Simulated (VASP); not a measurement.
MgTi3O4:

```xyz
8
Lattice="5.4598 0.0000 0.0000 -2.7299 4.7283 0.0000 0.0000 0.0000 4.4705" Properties=species:S:1:pos:R:3 pbc="T T T"
Mg    0.0000    0.0000    0.0000
Ti    2.7299    0.0000    2.2353
Ti   -1.3649    2.3642    2.2353
Ti    1.3649    2.3642    2.2353
O     0.0000    3.1522    2.2353
O     2.7299    1.5761    2.2353
O     0.0000    0.0000    1.5383
O     0.0000    0.0000    2.9322
```

The cell was built by a generator and needn't be a form met in nature.

```yaml
Program: VASP 6.6.1
Task: relaxation of cell and atoms
Functional: PBE
Potentials_or_basis: VASP PAW PBE potentials, release 64 (Mg, Ti_sv, O)
Cutoff: 520 eV
k_mesh: 3 × 3 × 3
Occupations: gaussian, width 0.15 eV
Spin: no spin polarisation
```

At the start: pressure 83.7 GPa; volume 14.43 Å³/atom.

Task: Where does the relaxation end?

Result: Over 20 steps the energy falls by 1616.7 meV/atom and the volume is 21.98 Å³/atom (+52.4 %); space group P6/mmm (No. 191, to 0.05 Å).

The path:
| step | energy change (eV) | largest force (eV/Å) | pressure (GPa) | volume (Å³) |
| --- | --- | --- | --- | --- |
| 1 | 0.0000 | 10.4769 | 83.66 | 115.41 |
| 2 | 419.7927 | 1794.9153 | 115.50 | 288.41 |
| 3 | 2.0020 | 5.9769 | 50.52 | 121.34 |
| 4 | -4.9162 | 7.6165 | 58.98 | 124.33 |
| 5 | 17.6425 | 206.1655 | 29.93 | 195.58 |
| 6 | -6.9641 | 23.8778 | 42.68 | 136.48 |
| 7 | -7.4255 | 31.7262 | 35.56 | 142.54 |
| 8 | 4.2561 | 5.6213 | -14.52 | 232.27 |
| 9 | -11.3871 | 3.0678 | -11.34 | 202.87 |
| 10 | -12.6121 | 1.1341 | -6.10 | 187.00 |
| 11 | -12.8816 | 1.8030 | 0.24 | 174.60 |
| 12 | -12.8893 | 1.3401 | -0.60 | 176.17 |
| 13 | -12.9198 | 0.4484 | 0.93 | 173.13 |
| 14 | -12.9201 | 0.4476 | 0.89 | 173.13 |
| 15 | -12.9280 | 0.0374 | 0.51 | 174.16 |
| 16 | -12.9294 | 0.2947 | 0.04 | 175.04 |
| 17 | -12.9296 | 0.2510 | 0.09 | 174.92 |
| 18 | -12.9323 | 0.1147 | 0.00 | 175.35 |
| 19 | -12.9334 | 0.0957 | -0.35 | 176.03 |
| 20 | -12.9336 | 0.0399 | -0.08 | 175.86 |

Final structure:
```cif
data_structure
_symmetry_space_group_name_H-M 'P 1'
_symmetry_Int_Tables_number 1
_cell_length_a 6.4257
_cell_length_b 6.4257
_cell_length_c 4.9181
_cell_angle_alpha 90.000
_cell_angle_beta 90.000
_cell_angle_gamma 120.000
_cell_volume 175.86
loop_
_atom_site_label
_atom_site_type_symbol
_atom_site_fract_x
_atom_site_fract_y
_atom_site_fract_z
_atom_site_occupancy
Mg1 Mg 0.00000 0.00000 0.00000 1
Ti1 Ti 0.50000 0.00000 0.50000 1
Ti2 Ti 0.00000 0.50000 0.50000 1
Ti3 Ti 0.50000 0.50000 0.50000 1
O1 O 0.33333 0.66667 0.50000 1
O2 O 0.66667 0.33333 0.50000 1
O3 O 0.00000 0.00000 0.36187 1
O4 O 0.00000 0.00000 0.63813 1
```

Caveat: the k mesh is coarse (spacing up to 0.47 Å⁻¹), so the values aren't converged; the volume moved by over 15 % at a fixed basis, so the end points are rough; the relaxation stopped at a loose force limit of 0.08 eV/Å, so its end isn't a converged minimum.
